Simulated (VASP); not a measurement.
Here is a VASP 6.6.1 calculation.

INCAR

```
  ALGO = Normal
  EDIFF = 1E-7
  ENCUT = 520
  GGA = PE
  ISIF = 2
  ISMEAR = 0
  LASPH = True
  LCHARG = False
  LREAL = False
  LWAVE = False
  NELM = 80
  PREC = Accurate
  SIGMA = 1.0
```

The input KPOINTS:

```
k-points
0
Gamma
  18 18 18
```

Contents of POSCAR:

```
Al                                      
1.0
    0.0000000000      1.9635710524      1.9635710524
    1.9635710524      0.0000000000      1.9635710524
    1.9635710524      1.9635710524      0.0000000000
  Al            
     1
Direct
     0.0000000000000000    0.0000000000000000    0.0000000000000000
```

Potentials or basis: VASP PAW PBE potentials, release 64 (Al).

Launch:

```sh
$ cat potpaw_PBE.64/Al/POTCAR > POTCAR
$ mpirun -np 1 vasp_std > vasp.out
```

What does it give for the pressure?

8.8 GPa.

Estimate the band gap on the k mesh.

none (metal or under the smearing width).
